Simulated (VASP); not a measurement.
Data:

```yaml
crystal:
  lattice:
    - [0.00000, 1.92786, 1.92786]
    - [1.92786, 0.00000, 1.92786]
    - [1.92786, 1.92786, 0.00000]
  atoms:
    - { symbol: Tc, position: [0.00000, 0.00000, 0.00000] }
```

Calculation: PBEsol GGA, VASP's PBE PAW potentials (set 64) (plane waves; VASP). Run with 300 eV cut-off, 19×19×19 Γ-centred mesh, Fermi-Dirac smearing of 0.10 eV, potentials Tc_pv.

At this cut-off the stress carries a Pulay error, which pulls relaxed volumes low.

Task: Give the stress tensor in GPa (positive for a compressed cell).

Result: 
```
-7.63   0.00   0.00
 0.00  -7.63   0.00
 0.00   0.00  -7.63
```
The pressure is its mean diagonal, -7.63 GPa.

The structure was generated: Tc was put into an ordered model structure, which need not be its known phase. The cell was not relaxed at this level.
